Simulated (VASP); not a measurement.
Method: PBE GGA, VASP's PBE PAW potentials (set 64) (plane waves; VASP).

VASP input:

### POSCAR
```
SrCl2
1
    0.0000000000     3.5195765713     3.5195765713
    3.5195765713     0.0000000000     3.5195765713
    3.5195765713     3.5195765713     0.0000000000
Sr Cl
1 2
Direct
  0.0000000000   0.0000000000   0.0000000000
  0.2500000000   0.2500000000   0.2500000000
  0.7500000000   0.7500000000   0.7500000000
```

**KPOINTS**
```
kpoints
0
Gamma
7 7 7
0 0 0
```

**INCAR**
```
# general
SYSTEM   =  SrCl2
PREC     =  Accurate
ENCUT    =  400
LREAL    =  .False.
LASPH    =  .True.
NBANDS   =  48

# electronic loop
EDIFF    =  1E-7
NELM     =  100
ALGO     =  Normal
LMAXMIX  =  4

# smearing
ISMEAR   =  0
SIGMA    =  0.01

# functional
GGA      =  PE

# output
LWAVE    =  .False.
LCHARG   =  .False.
NEDOS    =  1001

# other
LOPTICS  =  .True.
CSHIFT   =  0.1
```

POTCAR, in this order: Sr_sv Cl (PBE.64 set). Program: vasp_std.

### Question
What does the run give for the energy per atom (σ→0)?

### Answer

```
Item                               Result
---------------------  ------------------
energy per atom (σ→0)  -411.3 kJ/mol-atom
```

OSZICAR:
```
...
DAV:   9    -0.127876225950E+02   -0.84369E-03   -0.99254E-04  2376   0.989E-02    0.121E-01
DAV:  10    -0.127888157593E+02   -0.11932E-02   -0.53335E-04  2112   0.617E-02    0.340E-02
DAV:  11    -0.127889046608E+02   -0.88902E-04   -0.35468E-05  2360   0.173E-02    0.303E-02
DAV:  12    -0.127889214423E+02   -0.16781E-04   -0.74883E-06  2112   0.848E-03    0.700E-03
DAV:  13    -0.127889230625E+02   -0.16202E-05   -0.12862E-06  2280   0.322E-03    0.218E-03
DAV:  14    -0.127889231216E+02   -0.59098E-07   -0.59737E-08  2192   0.765E-04
   1 F= -.12788923E+02 E0= -.12788923E+02  d E =-.352717E-11
 imaginary and real dielectric function
```

The compound is SrCl2 in the fluorite structure. It was relaxed first.
